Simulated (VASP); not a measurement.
Shape and ions are relaxed at each volume.

Here is the system:

```cif
data_Re2
_chemical_formula_sum 'Re2'
_space_group_name_H-M_alt 'P63/mmc'
_space_group_IT_number 194
_space_group_name_Hall '-P 6c 2c'
_cell_length_a 2.74164
_cell_length_b 2.74164
_cell_length_c 4.44233
_cell_angle_alpha 90.000
_cell_angle_beta 90.000
_cell_angle_gamma 120.000
loop_
_atom_site_label
_atom_site_type_symbol
_atom_site_symmetry_multiplicity
_atom_site_Wyckoff_symbol
_atom_site_fract_x
_atom_site_fract_y
_atom_site_fract_z
_atom_site_occupancy
Re1 Re 2 c 0.33333 0.66667 0.25000 1
```

Computed with AM05 GGA, VASP's PBE PAW potentials (set 64) (plane waves; VASP). Run with 520 eV cut-off, 15×15×8 Γ-centred mesh, first-order Methfessel-Paxton smearing of 0.10 eV, potentials Re.

Give the energy at these volumes per atom, relative to the lowest: 13.59, 14.02, 14.45, 14.89, 15.32 Å³.

74.9, 17.9, 0.0, 15.4, 58.8 meV/atom. A third-order Birch-Murnaghan fit gives B0 = 407 GPa and B0′ = 4.5.

Measured: bulk modulus 369 GPa at 0 K (computed value off by +10.4 %), as given by Vázquez-Parga, Fernández-Martínez, Viñes, J. Chem. Theory Comput. (2023), doi:10.1021/acs.jctc.3c00612, Supporting … [zero-point energy and finite temperature contributions removed].

The compound is Re in the hcp structure. It was relaxed first.
